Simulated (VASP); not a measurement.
# Al2SiF2 (P1) in VASP: density of states with PBE

Aim: the density of states of Al2SiF2 with PBE.

Program: VASP 6.6.1. These are calculated values, not measurements. Logs are shortened: lines on timing, memory, paths and dates and some standing lists are left out, and cuts for length are marked.

## 1. Starting point

The typed cell holds 10 atoms: a = 2.894 Å, b = 6.819 Å, c = 8.748 Å, α = 91.97°, β = 91.42°, γ = 100.21°.

The cell was built by a generator and needn't be a form met in nature.

## 2. Density of states, PBE

Input file POSCAR:

```
Al2SiF2                                 
1.0
    2.8911304524     -0.1125804003      0.0452426959
   -0.9466605333      6.7530956889     -0.0191208504
   -0.3671091317     -0.3310680505      8.7336340558
  Al              Si              F             
     4     2     4
Direct
     0.9213951225918383    0.3688639599231359    0.8353130426326515
     0.9069950566696114    0.7545932306178609    0.7759676424150849
     0.3350498884205337    0.1168377047133079    0.2416284148701819
     0.1411364391789160    0.7254015733874372    0.0940176665966472
     0.7895081400874675    0.0147734560895269    0.9828445753689622
     0.4801732469492532    0.4152702775652358    0.0850779642165656
     0.3696633844311694    0.2838056551943113    0.7091571618480130
     0.4238846743162852    0.8181492797076607    0.6500539006053492
     0.8634349544245842    0.1587011550026231    0.3689574483932582
     0.2295522929303459    0.8494802577988968    0.2882159330532918
```

Input file INCAR.step1:

```
PREC = Accurate
ENCUT = 520
EDIFF = 1E-6
ISMEAR = 0
SIGMA = 0.1
LREAL = False
LASPH = True
NELM = 80
ALGO = Normal
ISIF = 2
LWAVE = False
LCHARG = True
GGA = PE
KPAR = 8
```

Input file KPOINTS.step1:

```
Automatic mesh
0
Gamma
  7 4 4
```

Input file INCAR.step2:

```
PREC = Accurate
ENCUT = 520
EDIFF = 1E-6
ISMEAR = -5
SIGMA = 0.1
LREAL = False
LASPH = True
NELM = 80
ALGO = Normal
ISIF = 2
LWAVE = False
LCHARG = False
GGA = PE
LORBIT = 11
KPAR = 8
NEDOS = 2001
ICHARG = 11
```

Input file KPOINTS.step2:

```
Automatic mesh
0
Gamma
  11 6 6
```

Potentials or basis: VASP PAW PBE potentials, release 64 (Al, Si, F).

On the command line:

```
$ cat potpaw_PBE.64/Al/POTCAR potpaw_PBE.64/Si/POTCAR potpaw_PBE.64/F/POTCAR > POTCAR
$ cp INCAR.step1 INCAR
$ cp KPOINTS.step1 KPOINTS
$ mpirun -np 8 vasp_std > vasp.out
$ cp INCAR.step2 INCAR
$ cp KPOINTS.step2 KPOINTS
$ mpirun -np 8 vasp_std > vasp.out
```

OUTCAR:

```text
PREC = Accurate
   ENCUT = 520
   EDIFF = 1E-6
   ISMEAR = -5
   LREAL = False
   LASPH = True
   NELM = 80
   ISIF = 2
   GGA = PE
   LORBIT = 11
   ICHARG = 11

 ion  position               nearest neighbor table
   1  0.921  0.369  0.835-   7 1.88   7 1.91   6 2.60   6 2.66   2 2.71   5 2.75   4 3.23
   2  0.907  0.755  0.776-   8 1.88   8 1.88   5 2.56   1 2.71   4 2.87
   3  0.335  0.117  0.242-   9 1.84   9 1.84  10 1.86   6 2.47   5 2.72   5 2.78   4 2.88
   4  0.141  0.725  0.094-  10 1.86   6 2.48   5 2.58   6 2.59   5 2.70   2 2.87   3 2.88   1 3.23

   5  0.790  0.015  0.983-   2 2.56   4 2.58   4 2.70   3 2.72   1 2.75   3 2.78   6 3.13
   6  0.480  0.415  0.085-   3 2.47   4 2.48   4 2.59   1 2.60   1 2.66   5 3.13
   7  0.370  0.284  0.709-   1 1.88   1 1.91
   8  0.424  0.818  0.650-   2 1.88   2 1.88
   9  0.863  0.159  0.369-   3 1.84   3 1.84
  10  0.230  0.849  0.288-   3 1.86   4 1.86

  LATTYP: Found a triclinic cell.
 ALAT       =     9.2818105165
 B/A-ratio  =     1.2272969918
 C/A-ratio  =     1.9221333719
 COS(alpha) =     0.0004794998
 COS(beta)  =     0.5920446533
 COS(gamma) =     0.8011526876

  Lattice vectors:

 A1 = (   3.2582395841,   0.2184876502,  -8.6883913599)
 A2 = (   2.3115790508,   6.9715833391,  -8.7075122103)
 A3 = (   8.0426911031, -13.4002841279,  -8.6049069632)

Analysis of symmetry for initial positions (statically):
=====================================================================
 Subroutine PRICEL returns:
 Original cell was already a primitive cell.

 Routine SETGRP: Setting up the symmetry group for a
 triclinic supercell.

 Subroutine GETGRP returns: Found  1 space group operations
 (whereof  1 operations were pure point group operations)
 out of a pool of  2 trial point group operations.

The static configuration has the point symmetry C_1 .

Analysis of symmetry for dynamics (positions and initial velocities):
=====================================================================
 Subroutine PRICEL returns:
 Original cell was already a primitive cell.

[... 141 lines left out ...]
   EFERMI_NEDOS =   21; number of points for ismear=-14 and -15
   IALGO  =     38    algorithm
   IMIX   =      4    mixing-type and parameters
     AMIX     =   0.40;   BMIX     =  1.00
     AMIX_MAG =   1.60;   BMIX_MAG =  1.00
  volume/ion in A,a.u.               =      16.97       114.51
  Fermi-wavevector in a.u.,A,eV,Ry     =   1.074651  2.030797 15.713035  1.154875
  Thomas-Fermi vector in A             =   2.210486
   LORBIT       =     11    0 simple, 1 ext, 2 COOP (PROOUT), +10 PAW based schemes
   GGA     = PE    functional components
   LHFCALC =     F    Hartree Fock is set to
   AEXX    =    0.0000 exact exchange contribution
   IVDW    =     0    specifies the selected vdW correction
   LEPSILON=     F    determine dielectric tensor
   LRPA    =     F    only Hartree local field effects (RPA)
 non-spin polarized calculation
 Fermi weights with tetrahedron method with Bloechl corrections
  energy-cutoff  :      520.00
  volume of cell :      169.69
 maximum number of plane-waves:      4595
 NGX is ok and might be reduce to    24

 number of electron      48.0000000 magnetization

 Free energy of the ion-electron system (eV)
  ---------------------------------------------------
  ext. energy  EPLUGINS =         0.00000000
  ---------------------------------------------------
  free energy    TOTEN  =       -48.40341998 eV

  energy without entropy =      -48.40341998  energy(sigma->0) =      -48.40341998

 E-fermi :   4.5844     XC(G=0):  -8.7082

 val. band max:        4.5697393986   @ k =  -0.1818   0.5000   0.3333
 cond. band min:       4.7735989642   @ k =   0.0000   0.5000   0.0000
 fundamental gap:      0.2038595656
 Fermi energy:         4.5843527958

 k-point     1 :       0.0000    0.0000    0.0000
  band No.  band energies     occupation
      1     -21.9698      2.00000
      2     -21.6068      2.00000
      3     -21.3485      2.00000
      4     -21.2090      2.00000
      5      -6.9862      2.00000
      6      -4.9424      2.00000
[... 781 lines left out ...]
     29       7.0962      0.00000
     30       8.0576      0.00000

 [... further k-points ...]

------------------------ aborting loop because EDIFF is reached ----------------------------------------

  FORCE on cell =-STRESS in cart. coord.  units (eV):
  Direction    XX          YY          ZZ          XY          YZ          ZX
  --------------------------------------------------------------------------------------
  -------------------------------------------------------------------------------------
  Total        0.2096879      0.0299195     -0.3826510      0.0317252      0.1633061      0.0181073
  in kB        1.9797986      0.2824890     -3.6128547      0.2995382      1.5418776      0.1709627
  external PRESSURE =      -0.4501890 kB  Pullay stress =       0.0000000 kB

 VOLUME and BASIS-vectors are now :
 -----------------------------------------------------------------------------
  energy-cutoff  :      520.00
  volume of cell :      169.69
      direct lattice vectors                 reciprocal lattice vectors
     2.891130452 -0.112580400  0.045242696     0.347526789  0.048763496  0.016456413
    -0.946660533  6.753095689 -0.019120850     0.005705950  0.148896766  0.005884111
    -0.367109132 -0.331068050  8.733634056    -0.001787795  0.000073376  0.114427508

 POSITION                                       TOTAL-FORCE (eV/Angst)
 -----------------------------------------------------------------------------------
      2.00803      2.11070      7.32995        -0.008500     -0.019115      0.013306
      1.62303      4.73683      6.80362         0.002766     -0.020772     -0.032443
      0.76936      0.67130      2.12322         0.001272      0.022785     -0.068283
     -0.31318      4.85169      0.81363        -0.011633      0.078037     -0.002287
      1.90777     -0.31451      8.61924         0.014146      0.052993      0.072489
      0.96389      2.72214      0.75682         0.005152     -0.140721     -0.036927
      0.53974      1.64017      6.20482        -0.006215      0.006920      0.033138
      0.21236      5.26211      5.68087         0.008878      0.002970      0.038214
      2.21062      0.85237      3.25837        -0.002036      0.003218     -0.013940
     -0.24631      5.61536      2.51132        -0.003831      0.013685     -0.003267
 -----------------------------------------------------------------------------------
    total drift:                               -0.000140     -0.004009     -0.001854

  FREE ENERGIE OF THE ION-ELECTRON SYSTEM (eV)
  ---------------------------------------------------
  free  energy   TOTEN  =       -48.4034199848 eV

  energy  without entropy=      -48.4034199848  energy(sigma->0) =      -48.40341998

 total charge

# of ion       s       p       d       tot
------------------------------------------
    1        0.361   0.335   0.000   0.696
    2        0.409   0.313   0.000   0.722
    3        0.344   0.351   0.000   0.696
    4        0.398   0.348   0.000   0.746
    5        0.805   0.844   0.000   1.649
    6        0.802   0.859   0.000   1.661
    7        1.743   4.370   0.000   6.114
    8        1.743   4.374   0.000   6.117
    9        1.741   4.399   0.000   6.140
   10        1.743   4.392   0.000   6.135
--------------------------------------------------
tot         10.089  20.585   0.000  30.674
```

OUTCAR.step1:

```text
PREC = Accurate
   ENCUT = 520
   EDIFF = 1E-6
   ISMEAR = 0
   LREAL = False
[... 1052 lines left out ...]
      0.53974      1.64017      6.20482         0.002064      0.001766      0.001453
      0.21236      5.26211      5.68087         0.003530      0.001267      0.001450
      2.21062      0.85237      3.25837        -0.000502      0.001345     -0.002752
     -0.24631      5.61536      2.51132        -0.004496      0.001343     -0.000336
 -----------------------------------------------------------------------------------
    total drift:                               -0.000215      0.000920     -0.000289

  FREE ENERGIE OF THE ION-ELECTRON SYSTEM (eV)
  ---------------------------------------------------
  free  energy   TOTEN  =       -48.4943598328 eV

  energy  without entropy=      -48.4941666686  energy(sigma->0) =      -48.49426325
```

Wall time 93 s (8 MPI ranks of AMD EPYC 9R45 (Zen 5), shared host); peak memory 0.84 GiB.

Results:

- Valence electrons inside the program's atomic spheres: Al 0.70, 0.72, 0.75; Si 1.65, 1.66; F 6.11, 6.12, 6.14, 6.13

States per cell in windows of 1 eV (zero at the Fermi level; states under -8 eV left out):
| from (eV) | total | F7_p | F8_p | F10_p | F9_p | Si6_p | Si5_p |
| --- | --- | --- | --- | --- | --- | --- | --- |
| -8.0 | 9.85 | 1.80 | 1.83 | 1.47 | 1.31 | 0.03 | 0.02 |
| -7.0 | 6.94 | 1.31 | 0.97 | 1.27 | 1.05 | 0.02 | 0.02 |
| -6.0 | 1.09 | 0.04 | 0.05 | 0.05 | 0.06 | 0.06 | 0.05 |
| -5.0 | 2.07 | 0.14 | 0.06 | 0.08 | 0.06 | 0.12 | 0.10 |
| -4.0 | 2.00 | 0.08 | 0.06 | 0.08 | 0.04 | 0.10 | 0.13 |
| -3.0 | 2.57 | 0.07 | 0.06 | 0.06 | 0.03 | 0.17 | 0.17 |
| -2.0 | 2.37 | 0.05 | 0.05 | 0.03 | 0.03 | 0.16 | 0.18 |
| -1.0 | 1.76 | 0.03 | 0.02 | 0.01 | 0.01 | 0.15 | 0.13 |
| 0.0 | 1.80 | 0.02 | 0.03 | 0.02 | 0.01 | 0.09 | 0.08 |
| 1.0 | 2.70 | 0.04 | 0.04 | 0.03 | 0.03 | 0.10 | 0.09 |
| 2.0 | 3.32 | 0.04 | 0.05 | 0.04 | 0.04 | 0.12 | 0.11 |
| 3.0 | 2.99 | 0.04 | 0.04 | 0.04 | 0.03 | 0.10 | 0.10 |
| 4.0 | 1.20 | 0.01 | 0.01 | 0.01 | 0.01 | 0.07 | 0.06 |
| 5.0 | 0.02 | 0.00 | 0.00 | 0.00 | 0.00 | 0.00 | 0.00 |

Caveat: tetrahedron occupations give inexact forces and stress in metals.
